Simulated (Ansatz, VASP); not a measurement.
## Two plane-wave programs on NaSb2Au

```
Na Sb Au
1.0
     4.35730    0.00000    0.00000
    -2.17865    3.77354    0.00000
     0.00000    0.00000    6.81847
Na Sb Au
1 2 1
Direct
  0.00000 0.00000 0.50000
  0.66667 0.33333 0.81632
  0.33333 0.66667 0.18368
  0.00000 0.00000 0.00000
```

The cell was built by a generator and needn't be a form met in nature.

Alike in both runs: task band structure; functional r2SCAN; k mesh 5 × 5 × 3; occupations fermi-dirac, width 0.05 eV; no spin polarisation.

|  | VASP | Ansatz |
| --- | --- | --- |
| version | VASP 6.6.1 | Ansatz 0.2.0 |
| potentials or method | VASP PAW PBE potentials, release 64 (Na_pv, Sb, Au) | Ansatz PAW |
| plane-wave cutoff (eV) | 520 | 500 |
| valence electrons in the cell | 28 | 58 |

Ansatz gave:

| Item | Value |
| --- | --- |
| gap on the k mesh at the Fermi level (eV) | none |
| pressure (GPa) | -1.5 |
| largest component of the traceless stress (GPa) | 0.18 |
| rms of the force components (eV/Å) | 0.064 |

Estimate VASP's values.

gap on the k mesh at the Fermi level (eV): none; pressure (GPa): -1.6; largest component of the traceless stress (GPa): 0.13; rms of the force components (eV/Å): 0.063.

Atom by atom the forces differ by 0.001 eV/Å (rms over components). A gap of «none» marks a metal or a gap that the smearing closes. The two sets of potentials don't hold the same shells in valence.

Caveats: spin-orbit coupling is left out, which moves the levels of the heavy elements; the PAW data sets were made with another functional, which shifts forces and pressure a little (VASP); the PAW data sets come from PBE, with cores solved anew for the run's functional, which leaves a small shift of forces and pressure (Ansatz).
